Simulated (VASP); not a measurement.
Level of theory: PW91 GGA, VASP's PBE PAW potentials (set 64) (plane waves; VASP).

Input for VASP

**KPOINTS**
```
Automatic mesh
0
G
  6 6 4
```

**POSCAR**
```
La2O3
1.0
  1.9692844380  -3.4109006103   0.0000000000
  1.9692844380   3.4109006103   0.0000000000
  0.0000000000   0.0000000000   6.1456998382
La O
2 3
direct
  0.3333330000   0.6666670000   0.2462673024
  0.6666670000   0.3333330000   0.7537326976
  0.0000000000   0.0000000000   0.0000000000
  0.3333330000   0.6666670000   0.6462974160
  0.6666670000   0.3333330000   0.3537025840
```

INCAR:
```
SYSTEM = La2O3
PREC = Accurate; ENCUT = 520; LREAL = F
LASPH = T
EDIFF = 1E-6; NELM = 100; ALGO = Normal
LMAXMIX = 6
ISMEAR = 0; SIGMA = 0.05
GGA = 91
IBRION = 2; NSW = 60; ISIF = 3
EDIFFG = -0.02
LWAVE = F; LCHARG = F
```

POTCAR, in this order: La O (PBE.64 set). Program: vasp_std.

### Question
Predict the energy per atom (σ→0), volume per atom, band gap (on the k-mesh).

### Answer

energy per atom (σ→0): -8.446 eV/atom
band gap (on the k-mesh): 3.83 eV
volume per atom: 16.57 Å³/atom

File OSZICAR:
```
...
   8 F= -.42231718E+02 E0= -.42231718E+02  d E =-.235266E-03
       N       E                     dE             d eps       ncg     rms          rms(c)
DAV:   1    -0.422317255307E+02   -0.72714E-05   -0.31560E-02  1536   0.207E+00    0.563E-02
DAV:   2    -0.422318298603E+02   -0.10433E-03   -0.17572E-03  1920   0.456E-01    0.339E-02
DAV:   3    -0.422318069692E+02    0.22891E-04   -0.96348E-05  2160   0.116E-01    0.100E-02
DAV:   4    -0.422318058489E+02    0.11202E-05   -0.77175E-06  1816   0.302E-02    0.387E-03
DAV:   5    -0.422318060026E+02   -0.15369E-06   -0.10671E-06  1072   0.135E-02
   9 F= -.42231806E+02 E0= -.42231806E+02  d E =-.881893E-04
```

The compound is La2O3 in the a-type structure. This run relaxes it. Symmetry was kept, so distortions that lower it aren't found. The start is the result of an earlier pass.
